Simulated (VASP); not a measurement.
Level of theory: PBE GGA, VASP's PBE PAW potentials (set 64) (plane waves; VASP).

VASP ran on this input.

**INCAR**
```
ALGO = Normal
EDIFF = 1E-6
ENCUT = 300
GGA = PE
ISIF = 2
ISMEAR = 0
ISYM = 0
LASPH = .True.
LCHARG = .False.
LMAXMIX = 4
LREAL = .False.
LWAVE = .False.
NELM = 100
PREC = Accurate
SIGMA = 0.2
SYSTEM = TiTe2
```

POSCAR:
```
TiTe2
1
    3.8438700000     0.0000000000     0.0000000000
   -1.9219360000     3.3288890000     0.0000000000
    0.0000000000     0.0000000000    17.1706300000
Ti Te
1 2
Direct
  0.0000000000   0.0000000000   0.5000000000
  0.3333330000   0.6666670000   0.5923270000
  0.6666670000   0.3333330000   0.4076730000
```

### KPOINTS
```
Automatic mesh
0
Gamma
5 5 1
0 0 0
```

POTCAR, in this order: Ti_sv Te (PBE.64 set). Program: vasp_std.

The cell holds a wide vacuum, so values per volume refer to the whole cell. Unless said otherwise, spin-orbit coupling is left out, though it shifts the bands of the heavy elements here.

Question: Predict the energy per atom (σ→0), largest force, band gap (on the k-mesh).

Answer: 
| Quantity | Value |
|---|---|
| energy per atom (σ→0) | -515.3 kJ/mol-atom |
| band gap (on the k-mesh) | none (metal, semimetal or under 0.01 eV) |
| largest force | 1.056 eV/Å |

### OSZICAR
```
...
DAV:  17    -0.160365739976E+02   -0.42040E-04   -0.63605E-06   496   0.169E-02    0.206E-02
DAV:  18    -0.160366343485E+02   -0.60351E-04   -0.22909E-05   528   0.293E-02    0.744E-03
DAV:  19    -0.160366611534E+02   -0.26805E-04   -0.12486E-06   344   0.764E-03    0.902E-03
DAV:  20    -0.160366876081E+02   -0.26455E-04   -0.12447E-06   368   0.382E-03    0.505E-03
DAV:  21    -0.160366908764E+02   -0.32683E-05   -0.26424E-07   288   0.344E-03    0.253E-03
DAV:  22    -0.160366927031E+02   -0.18267E-05   -0.28559E-07   288   0.322E-03    0.493E-04
DAV:  23    -0.160366930106E+02   -0.30753E-06   -0.45602E-08   208   0.122E-03
   1 F= -.16036693E+02 E0= -.16022778E+02  d E =-.278304E-01
```

The cell is a sheet with vacuum, built from a generated structure.
